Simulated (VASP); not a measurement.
SnAs, 2 atoms in the cell. Symmetry: Fm-3m, No. 225, cubic system. The conventional cell has a = 5.681 Å, b = 5.681 Å, c = 5.681 Å, α = 90.00°, β = 90.00°, γ = 90.00°. Sn (site symmetry m-3m) is surrounded by 6 As at 2.84 Å. Around As (site symmetry m-3m) lie 6 Sn at 2.84 Å. 

- Program: VASP 6.6.1
- Task: relaxation of cell and atoms
- Functional: PBEsol
- Potentials or basis: VASP PAW PBE potentials, release 64 (Sn_d, As)
- Cutoff: 520 eV
- k mesh: 10 × 10 × 10
- Occupations: gaussian, width 0.02 eV
- Spin: no spin polarisation
- Further INCAR settings: ALGO = Fast; EDIFF = 1e-07; IBRION = 2; EDIFFG = -0.002; NSW = 80; ISIF = 3

Potentials or basis: VASP PAW PBE potentials, release 64 (Sn_d, As).

Command:

```sh
$ cat potpaw_PBE.64/Sn_d/POTCAR potpaw_PBE.64/As/POTCAR > POTCAR
$ mpirun -np 4 vasp_std > vasp.out
```

Hardware: 4 MPI ranks on Intel(R) Xeon(R) Platinum 8488C (Sapphire Rapids), with other jobs on the host.

Estimate the wall time of this run.

It took 19 s on 4 MPI ranks on Intel(R) Xeon(R) Platinum 8488C (Sapphire Rapids) (shared host), peak memory 0.18 GiB a rank. Counts: scf iterations 35, k points 47, ion steps 3.
